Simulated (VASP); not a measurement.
An input for Ansatz (written as the equivalent of a VASP run, and not itself run):

Ansatz 0.2 input:
```yaml
crystal:
  lattice:
    - [4.0732690, 0.0000000, 0.0000000]
    - [-2.0366340, 3.5275540, 0.0000000]
    - [0.0000000, 0.0000000, 3.9753080]
  atoms:
    - { symbol: Pb, position: [0.0000000, 0.0000000, 0.0000000] }
    - { symbol: Se, position: [0.6666670, 0.3333330, 0.5000000] }
kpoints:
  mp_grid: { grid: [7, 7, 6] }
hamiltonian:
  xc: r2scan
  pseudopotentials: { kind: paw }
scf:
  occupations: { method: gaussian, width: 0.05 }
  max_iter: 100
relax:
  max_steps: 60
  f_tol: 0.01
  cell: {}
output: { forces: true, stress: true, eigenvalues: true }
```

Write the VASP files for the same calculation (r2SCAN).

This is not unique; one that fits is 
**INCAR**
```
# general
SYSTEM   =  PbSe
PREC     =  Accurate
ENCUT    =  400   # plane-wave cut-off (eV)
LREAL    =  .False.   # projection in real space or not
LASPH    =  .True.

# electronic loop
EDIFF    =  1E-6   # SCF stop (eV)
NELM     =  100   # most electronic steps
ALGO     =  Normal   # blocked Davidson
LMAXMIX  =  4
LMIXTAU  =  .True.

# smearing
ISMEAR   =  0
SIGMA    =  0.05

# functional
METAGGA  =  R2SCAN

# ions
IBRION   =  2   # conjugate gradients
NSW      =  60   # most ionic steps
ISIF     =  3   # ions, shape and volume
EDIFFG   =  -0.01

# output
LWAVE    =  .False.
LCHARG   =  .False.
```

KPOINTS:
```
Automatic mesh
0
Gamma
  7 7 6
```

**POSCAR**
```
PbSe
1.0
  4.0732690000   0.0000000000   0.0000000000
 -2.0366340000   3.5275540000   0.0000000000
  0.0000000000   0.0000000000   3.9753080000
Pb Se
1 1
Cartesian
  0.0000000000   0.0000000000   0.0000000000
  2.0366367033   1.1758501575   1.9876540000
```

POTCAR, in this order: Pb_d Se (PBE.64 set). Program: vasp_std.

Limits of the translation: each code has its own PAW files, so the cut-off isn't converted (ENCUT is set for VASP's; basis.ecutwfc is left out, and Ansatz then takes the one that its files recommend); Ansatz stops its SCF on the density residual and VASP on the energy change (EDIFF).

The structure was generated: PbSe was put into the WC type (P-6m2), which need not be its known phase. This run relaxes it. Symmetry was kept, so distortions that lower it aren't found.
